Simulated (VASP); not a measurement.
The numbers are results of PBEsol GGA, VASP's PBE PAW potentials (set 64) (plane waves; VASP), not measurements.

The input files of a VASP run:

File KPOINTS:
```
Automatic mesh
0
Gamma
5 5 6
0 0 0
```

### POSCAR
```
LaHg2
1
    4.9580000000     0.0000000000     0.0000000000
   -2.4790000000     4.2937540000     0.0000000000
    0.0000000000     0.0000000000     3.6400000000
La Hg
1 2
Direct
  0.0000000000   0.0000000000   0.0000000000
  0.3333330000   0.6666670000   0.5000000000
  0.6666670000   0.3333330000   0.5000000000
```

**INCAR**
```
! general
SYSTEM  = LaHg2
PREC    = Accurate
ENCUT   = 300   ! plane-wave cut-off (eV)
LREAL   = .False.   ! projection in real space or not
LASPH   = .True.

! electronic loop
EDIFF   = 1E-6
NELM    = 100
ALGO    = Normal   ! blocked Davidson
LMAXMIX = 6   ! l cut-off of mixed one-centre charges

! smearing
ISMEAR  = 0
SIGMA   = 0.1   ! width (eV)

! functional
GGA     = PS

! ions
ISIF    = 2

! output
LWAVE   = .False.
LCHARG  = .False.
```

POTCAR, in this order: La Hg (PBE.64 set). Program: vasp_std.

Task: What will the output report for the number of irreducible k-points (NKPTS), largest plane-wave count, number of space-group operations, FFT grid (NGX, NGY, NGZ)?

Result: 
- number of irreducible k-points (NKPTS): 20
- largest plane-wave count: 926
- number of space-group operations: 24
- FFT grid (NGX, NGY, NGZ): 28 × 28 × 24

The structure comes from a measured LaHg2 entry of the Crystallography Open Database, whose conditions weren't checked. The cell was not relaxed at this level. The electron count is odd and the run is not spin-polarised, which forces a metal.
